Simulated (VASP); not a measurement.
Wanted: the native input for a VASP 6.6.1 run.

* Task: single point
* Functional: PBEsol
* Potentials or basis: VASP PAW PBE potentials, release 64 (Cu, B)
* Cutoff: 520 eV
* k mesh: 5 × 5 × 5
* Occupations: fermi-dirac, width 0.05 eV
* Spin: no spin polarisation
* Hubbard terms: Cu d U = 3 eV
* Further INCAR settings: ALGO = Normal; EDIFF = 1e-06; NBANDS = 34

The structure of Cu2B lies in POSCAR:

```
Cu2B
1.0
    0.0000000000      3.2834700000      3.2834700000
    3.2834700000      0.0000000000      3.2834700000
    3.2834700000      3.2834700000      0.0000000000
Cu B
4 2
Direct
    0.1250000000      0.1250000000      0.1250000000
    0.6250000000      0.1250000000      0.1250000000
    0.1250000000      0.1250000000      0.6250000000
    0.1250000000      0.6250000000      0.1250000000
    0.5000000000      0.5000000000      0.5000000000
    0.7500000000      0.7500000000      0.7500000000
```

The cell was built by a generator and needn't be a form met in nature.

These files were run (other wordings do the same):

INCAR

```
  PREC = Accurate
  ENCUT = 520
  EDIFF = 1E-6
  ISMEAR = -1
  SIGMA = 0.05
  LREAL = F
  LASPH = T
  NELM = 60
  ALGO = Normal
  ISIF = 2
  LWAVE = F
  LCHARG = F
  LMAXMIX = 4
  LDAU = T
  LDAUTYPE = 2
  LDAUL = 2 -1
  LDAUU = 3 0
  LDAUJ = 0 0
  LDAUPRINT = 1
  GGA = PS
  NBANDS = 34
```

KPOINTS

```
regular mesh
0
Gamma
  5 5 5
```

Potentials or basis: VASP PAW PBE potentials, release 64 (Cu, B).

Command:

```sh
$ cat potpaw_PBE.64/Cu/POTCAR potpaw_PBE.64/B/POTCAR > POTCAR
$ mpirun -np 1 vasp_std > vasp.out
```

Results of the run:

- Pressure: -8.5 GPa
- Band gap on the k mesh: none (metal or under the smearing width)

Caveat: the PAW data sets were made with another functional, which shifts forces and pressure a little; U without spin polarisation on a metal has little footing; the U is typed as a test and isn't derived for this compound.

Run time: 20 s on 1 thread of Intel(R) Xeon(R) 6975P-C (Granite Rapids), with other jobs on the host, peak memory 0.2 GiB.
